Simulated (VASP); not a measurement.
All values below come from PBEsol GGA, VASP's PBE PAW potentials (set 64) (plane waves; VASP 6.6.1).

VASP input:

**KPOINTS**
```
Automatic mesh
0
Gamma
11 11 11
0 0 0
```

INCAR:
```
ALGO  =  Normal
SYSTEM  =  Nb
ENCUT  =  300
SIGMA  =  0.05   # width (eV)
NELM  =  100   # most electronic steps
LASPH  =  .TRUE.
LWAVE  =  .FALSE.
PREC  =  Accurate
ISMEAR  =  0
EDIFF  =  1E-6
LREAL  =  .FALSE.
GGA  =  PS   # PBEsol
LMAXMIX  =  4   # l cut-off of mixed one-centre charges
ISIF  =  2
LCHARG  =  .FALSE.
```

### POSCAR
```
Nb
2.8301620
 -0.5773503425   0.5773503425   0.5773503425
  0.5773503425  -0.5773503425   0.5773503425
  0.5773503425   0.5773503425  -0.5773503425
Nb
1
Cart
  0.0000000000   0.0000000000   0.0000000000
```

POTCAR, in this order: Nb_sv (PBE.64 set). Program: vasp_std.

Output of the run:

**OSZICAR**
```
       N       E                     dE             d eps       ncg     rms          rms(c)
DAV:   1     0.673286421739E+02    0.67329E+02   -0.57836E+03  1192   0.892E+02
DAV:   2    -0.850085599442E+01   -0.75829E+02   -0.73609E+02  1274   0.321E+02
DAV:   3    -0.113169994677E+02   -0.28161E+01   -0.27120E+01  1630   0.509E+01
DAV:   4    -0.114107661006E+02   -0.93767E-01   -0.93468E-01  1394   0.871E+00
DAV:   5    -0.114160386390E+02   -0.52725E-02   -0.52696E-02  1770   0.149E+00    0.816E+00
DAV:   6    -0.109799404480E+02    0.43610E+00   -0.78515E-01  1712   0.110E+01    0.293E+00
DAV:   7    -0.109216275630E+02    0.58313E-01   -0.23544E-01  1746   0.576E+00    0.872E-01
DAV:   8    -0.109235489688E+02   -0.19214E-02   -0.71949E-03  1366   0.127E+00    0.116E-01
DAV:   9    -0.109235181503E+02    0.30818E-04   -0.63307E-04  1828   0.296E-01    0.161E-02
DAV:  10    -0.109235093315E+02    0.88187E-05   -0.95176E-06  1306   0.419E-02    0.695E-03
DAV:  11    -0.109235037754E+02    0.55561E-05   -0.93734E-07   946   0.645E-03    0.213E-03
DAV:  12    -0.109235017884E+02    0.19869E-05   -0.12006E-07   666   0.432E-03    0.210E-04
DAV:  13    -0.109235023190E+02   -0.53056E-06   -0.36207E-08   628   0.204E-03
   1 F= -.10923502E+02 E0= -.10921853E+02  d E =-.329808E-02
```

File OUTCAR:
```
------------------------ aborting loop because EDIFF is reached ----------------------------------------
  FORCE on cell =-STRESS in cart. coord.  units (eV):
  Direction    XX          YY          ZZ          XY          YZ          ZX
  --------------------------------------------------------------------------------------
  Total       -0.0056857     -0.0056857     -0.0056857     -0.0000000      0.0000000      0.0000000
  in kB       -0.5220130     -0.5220130     -0.5220130     -0.0000000      0.0000000      0.0000000
  external PRESSURE =      -0.5220130 kB  Pullay stress =       0.0000000 kB
  volume of cell :       17.45
      direct lattice vectors                 reciprocal lattice vectors
    -1.633995000  1.633995000  1.633995000     0.000000000  0.305998488  0.305998488
     1.633995000 -1.633995000  1.633995000     0.305998488  0.000000000  0.305998488
     1.633995000  1.633995000 -1.633995000     0.305998488  0.305998488  0.000000000
 POSITION                                       TOTAL-FORCE (eV/Angst)
 -----------------------------------------------------------------------------------
      0.00000      0.00000      0.00000         0.000000      0.000000      0.000000
 -----------------------------------------------------------------------------------
    total drift:                                0.000000      0.000000     -0.000000
  FREE ENERGIE OF THE ION-ELECTRON SYSTEM (eV)
  ---------------------------------------------------
  free  energy   TOTEN  =       -10.9235023190 eV

  energy  without entropy=      -10.9202042398  energy(sigma->0) =      -10.92185328
```
(Selected blocks of OUTCAR.)

At this cut-off the stress carries a Pulay error, which pulls relaxed volumes low.

The structure is a typed Nb crystal (Im-3m). The cell was not relaxed at this level. The run is one of a series of settings (GGA = PS against the base run), some of them coarse on purpose.
